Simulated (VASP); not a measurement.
An input for Ansatz (written as the equivalent of a VASP run, and not itself run):

Ansatz 0.2 input:
```yaml
crystal:
  lattice:
    - [1.2050949, -2.0872845, 0.0000000]
    - [1.2050949, 2.0872845, 0.0000000]
    - [0.0000000, 0.0000000, 5.4202940]
  atoms:
    - { symbol: C, position: [0.0000000, 0.0000000, 0.2500000] }
    - { symbol: C, position: [0.0000000, 0.0000000, 0.7500000] }
    - { symbol: C, position: [0.3333330, 0.6666670, 0.2500000] }
    - { symbol: C, position: [0.6666670, 0.3333330, 0.7500000] }
kpoints:
  mp_grid: { grid: [10, 10, 4] }
hamiltonian:
  xc: r2scan
  pseudopotentials: { kind: paw }
scf:
  occupations: { method: gaussian, width: 0.05 }
  max_iter: 100
relax:
  max_steps: 40
  f_tol: 0.02
  cell: { p_target: 45 }
output: { forces: true, stress: true, eigenvalues: true }
```

**Question.** Translate this input to VASP (INCAR, KPOINTS, POSCAR, choice of POTCAR).

**Answer.** Several could match; the one computed here: 
### KPOINTS
```
K-points
0
Gamma
  10 10 4
```

### POSCAR
```
C
1
    1.2050948981    -2.0872844821     0.0000000000
    1.2050948981     2.0872844821     0.0000000000
    0.0000000000     0.0000000000     5.4202940277
C
4
Direct
  0.0000000000   0.0000000000   0.2500000000
  0.0000000000   0.0000000000   0.7500000000
  0.3333330000   0.6666670000   0.2500000000
  0.6666670000   0.3333330000   0.7500000000
```

**INCAR**
```
! general
SYSTEM  = C
PREC    = Accurate
ENCUT   = 620   ! plane-wave cut-off (eV)
LREAL   = .False.   ! projection in real space or not
LASPH   = .True.

! electronic loop
EDIFF   = 1E-6
NELM    = 100   ! most electronic steps
ALGO    = Normal   ! blocked Davidson
LMIXTAU = .True.

! smearing
ISMEAR  = 0
SIGMA   = 0.05

! functional
METAGGA = R2SCAN

! ions
IBRION  = 2   ! conjugate gradients
NSW     = 40   ! most ionic steps
ISIF    = 3
EDIFFG  = -0.02   ! ionic stop
PSTRESS = 450

! output
LWAVE   = .False.
LCHARG  = .False.
```

POTCAR, in this order: C (PBE.64 set). Program: vasp_std.

The two are equivalent in intent, not identical: each code has its own PAW files, so the cut-off isn't converted (ENCUT is set for VASP's; basis.ecutwfc is left out, and Ansatz then takes the one that its files recommend); Ansatz stops its SCF on the density residual and VASP on the energy change (EDIFF).

The compound is C in the graphite structure. This run relaxes it under an external pressure of 45 GPa. Symmetry was kept, so distortions that lower it aren't found.
